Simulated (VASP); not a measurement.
Wanted: the native input for a VASP 6.6.1 run.

```yaml
Task: density of states
Functional: PBE
Potentials_or_basis: VASP PAW PBE potentials, release 64 (O, I, Ce)
Cutoff: 520 eV
k_mesh: 5 × 5 × 5
Occupations: fermi-dirac, width 0.1 eV
Spin: no spin polarisation
Dipole_correction: no
k_mesh_for_the_DOS: 8 × 8 × 8
Occupations_for_the_DOS: tetrahedron
Further_INCAR_settings: ALGO = Normal; EDIFF = 1e-06; NBANDS = 32
```

Ce3IO:

```
O I Ce
1.0
     5.05957    0.00000    0.00000
     0.00000    5.05957    0.00000
     0.00000    0.00000    5.05957
O I Ce
1 1 3
Cartesian
  0.0000 0.0000 0.0000
  2.5298 2.5298 2.5298
  2.5298 0.0000 0.0000
  0.0000 2.5298 0.0000
  0.0000 0.0000 2.5298
```

The cell was built by a generator and needn't be a form met in nature.

One way to write it, as run:

POSCAR

```
Ce3IO
1.0
    5.0595700000      0.0000000000      0.0000000000
    0.0000000000      5.0595700000      0.0000000000
    0.0000000000      0.0000000000      5.0595700000
O I Ce
1 1 3
Direct
    0.0000000000      0.0000000000      0.0000000000
    0.5000000000      0.5000000000      0.5000000000
    0.5000000000      0.0000000000      0.0000000000
    0.0000000000      0.5000000000      0.0000000000
    0.0000000000      0.0000000000      0.5000000000
```

INCAR.step1

```
SYSTEM = Ce3IO
  ALGO = Normal
  EDIFF = 1E-6
  ENCUT = 520
  GGA = PE
  ISIF = 2
  ISMEAR = -1
  LASPH = .TRUE.
  LCHARG = .TRUE.
  LMAXMIX = 6
  LREAL = .FALSE.
  LWAVE = .FALSE.
  NBANDS = 32
  NELM = 100
  PREC = Accurate
  SIGMA = 0.1
```

KPOINTS.step1

```
k-points
0
G
  5 5 5
  0 0 0
```

INCAR.step2

```
SYSTEM = Ce3IO
  ALGO = Normal
  EDIFF = 1E-6
  ENCUT = 520
  GGA = PE
  ICHARG = 11
  ISIF = 2
  ISMEAR = -5
  LASPH = .TRUE.
  LCHARG = .FALSE.
  LMAXMIX = 6
  LORBIT = 11
  LREAL = .FALSE.
  LWAVE = .FALSE.
  NBANDS = 32
  NEDOS = 1001
  NELM = 100
  PREC = Accurate
  SIGMA = 0.1
```

KPOINTS.step2

```
k-points
0
G
  8 8 8
  0 0 0
```

Potentials or basis: VASP PAW PBE potentials, release 64 (O, I, Ce).

Command:

```sh
$ cat potpaw_PBE.64/O/POTCAR potpaw_PBE.64/I/POTCAR potpaw_PBE.64/Ce/POTCAR > POTCAR
$ cp INCAR.step1 INCAR
$ cp KPOINTS.step1 KPOINTS
$ mpirun -np 1 vasp_std > vasp.out
$ cp INCAR.step2 INCAR
$ cp KPOINTS.step2 KPOINTS
$ mpirun -np 1 vasp_std > vasp.out
```

It gave:

```yaml
Valence_electrons_inside_the_program's_atomic_spheres: O 4.96; I 4.23; Ce 9.70
```

Caveat: an odd number of electrons without spin polarisation forces a metal; a magnetic or distorted state may lie lower; the run has no spin polarisation, though such a crystal can be magnetic; without U or exact exchange the open f shell lies at the Fermi level, which spoils levels, moments and volumes.

It took 5.3 min on 1 thread of Intel(R) Xeon(R) Platinum 8259CL CPU @ 2.50GHz (Skylake/Cascade Lake), on a shared host, peak memory 0.33 GiB.
